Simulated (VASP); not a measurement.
Crystal: Nb3B5.

```
Nb B
1.0
     4.29180    0.00000    0.00000
     0.00000    4.29180    0.00000
     0.00000    0.00000    5.47834
Nb B
3 5
Direct
  0.00000 0.50000 0.00000
  0.50000 0.00000 0.00000
  0.00000 0.00000 0.00000
  0.28885 0.00000 0.50000
  0.71115 0.00000 0.50000
  0.00000 0.28885 0.50000
  0.00000 0.71115 0.50000
  0.00000 0.00000 0.50000
```

The cell was built by a generator and needn't be a form met in nature.

* Program: VASP 6.6.1
* Task: relaxation of cell and atoms
* Functional: PBE
* Potentials or basis: VASP PAW PBE potentials, release 64 (Nb_sv, B)
* Cutoff: 520 eV
* k mesh: 4 × 4 × 3
* Occupations: gaussian, width 0.15 eV
* Spin: no spin polarisation

At the start: pressure 65.5 GPa; volume 12.61 Å³/atom.

Problem. How do energy, volume and symmetry change on relaxing?

Solution. Over 18 steps the energy falls by 1892.2 meV/atom and the volume is 14.52 Å³/atom (+15.1 %); space group P4/mmm (No. 123, to 0.05 Å).

The path:
| step | energy change (eV) | largest force (eV/Å) | pressure (GPa) | volume (Å³) |
| --- | --- | --- | --- | --- |
| 1 | 0.0000 | 18.9448 | 65.51 | 100.91 |
| 2 | 11617.9955 | 278699.2645 | 3387.14 | 188.33 |
| 3 | 1108.9840 | 1104.7812 | 37.63 | 569.86 |
| 4 | 822.7731 | 773.9620 | 16.16 | 557.86 |
| 5 | 440.3508 | 375.6832 | -6.20 | 528.91 |
| 6 | 23.1977 | 3.5843 | -33.64 | 342.26 |
| 7 | 19.6572 | 2.5949 | -32.34 | 331.97 |
| 8 | 3.5087 | 1.3059 | -27.60 | 258.65 |
| 9 | -0.3418 | 0.5971 | -25.79 | 222.34 |
| 10 | -2.9720 | 0.7470 | -26.89 | 205.04 |
| 11 | -4.5515 | 1.1011 | -26.95 | 196.61 |
| 12 | -5.3447 | 1.0223 | -26.98 | 192.45 |
| 13 | -12.6537 | 4.5454 | 36.72 | 99.47 |
| 14 | -14.9064 | 1.5927 | -2.14 | 120.35 |
| 15 | -14.9082 | 1.7162 | -0.76 | 119.13 |
| 16 | -15.0767 | 0.9241 | 0.80 | 114.91 |
| 17 | -15.1207 | 0.1585 | 0.01 | 116.28 |
| 18 | -15.1380 | 0.0071 | -0.47 | 116.13 |

Final structure:
```
CELL_PARAMETERS angstrom
5.12402 0.00000 0.00000
0.00000 5.12402 0.00000
0.00000 0.00000 4.42312
ATOMIC_POSITIONS crystal
Nb 0.00000 0.50000 0.00000
Nb 0.50000 0.00000 0.00000
Nb 0.00000 0.00000 0.00000
B 0.66037 0.00000 0.50000
B 0.33963 0.00000 0.50000
B 0.00000 0.66037 0.50000
B 0.00000 0.33963 0.50000
B 0.00000 0.00000 0.50000
```

Caveat: the k mesh is coarse (spacing up to 0.38 Å⁻¹), so the values aren't converged; the volume moved by over 15 % at a fixed basis, so the end points are rough.
